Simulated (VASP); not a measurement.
The input files of a VASP run:

### POSCAR
```
Cd
1.0
  1.4740927101  -2.5532037555   0.0000000000
  1.4740927101   2.5532037555   0.0000000000
  0.0000000000   0.0000000000   5.3197929873
Cd
2
Cart
  1.4740927101   0.8510696206   1.3299482468
  1.4740927101  -0.8510696206   3.9898447405
```

**KPOINTS**
```
Automatic mesh
0
Gamma
14 14 7
0 0 0
```

### INCAR
```
! general
SYSTEM =Cd
PREC   =Accurate
ENCUT  =500
LREAL  =.FALSE.
LASPH  =.TRUE.

! electronic loop
EDIFF  =1E-6
NELM   =100
ALGO   =Normal
LMAXMIX=4

! smearing
ISMEAR =1
SIGMA  =0.1

! ions
IBRION =2
NSW    =40
ISIF   =3
EDIFFG =-0.02
PSTRESS=50

! output
LWAVE  =.FALSE.
LCHARG =.FALSE.
```

POTCAR, in this order: Cd (LDA.64 set). Program: vasp_std.

Q: Write an equivalent input for Quantum ESPRESSO's pw.x.

A: One equivalent input (not run):
```
&CONTROL
  calculation = 'vc-relax'
  pseudo_dir = './pseudo'
  outdir = './out'
  tprnfor = .true.
  tstress = .true.
  nstep = 40
  forc_conv_thr = 0.00078
/
&SYSTEM
  ibrav = 0
  nat = 2
  ntyp = 1
  ecutwfc = 102
  occupations = 'smearing'
  smearing = 'methfessel-paxton'
  degauss = 0.00735
  input_dft = 'pz'
/
&ELECTRONS
  conv_thr = 7.3e-08
  electron_maxstep = 100
/
&IONS
/
&CELL
  press = 50
/
ATOMIC_SPECIES
  Cd 112.414 Cd.upf
CELL_PARAMETERS angstrom
     1.4740927   -2.5532038    0.0000000
     1.4740927    2.5532038    0.0000000
     0.0000000    0.0000000    5.3197930
ATOMIC_POSITIONS crystal
  Cd   0.3333330  0.6666670  0.2500000
  Cd   0.6666670  0.3333330  0.7500000
K_POINTS automatic
  14 14 7 0 0 0
```
Limits of the translation: the potentials are each code's own (VASP's PAW set, PseudoDojo norm-conserving files in pw.x), so ENCUT and ecutwfc are chosen apart and not converted; conv_thr bounds pw.x's estimated SCF error, while EDIFF bounds the energy change between steps; forc_conv_thr acts on force components and is met together with etot_conv_thr.

The compound is Cd in the hcp structure. This run relaxes it under an external pressure of 5 GPa. Symmetry was kept, so distortions that lower it aren't found.
